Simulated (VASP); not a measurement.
Here is the system:

```
ZrS2
1.0
    1.80219    -3.12149     0.00000
    1.80219     3.12149     0.00000
    0.00000     0.00000     5.56500
Zr S
1 2
Direct
  0.00000   0.00000   0.00000
  0.33333   0.66667   0.26350
  0.66667   0.33333   0.73650
```

These are PBE GGA, VASP's PBE PAW potentials (set 64) (plane waves; VASP) values and carry that method's errors. Run with 500 eV cut-off, 7×7×4 Γ-centred mesh, Gaussian smearing of 0.050 eV, potentials Zr_sv S.

Without a dispersion term in the relaxation, distances and binding between the weakly bound layers, chains or molecules are unreliable, and so is what depends on them.

Question: Predict the energy per atom (σ→0), pressure.

Answer: 
```
Item                           Result
---------------------  --------------
energy per atom (σ→0)  -7.097 eV/atom
pressure                     4.92 GPa
```

The absolute energy has meaning only against runs of the same code, potentials and settings.

The compound is ZrS2 in the 1T layered structure. It was relaxed first under an external pressure of 5 GPa.
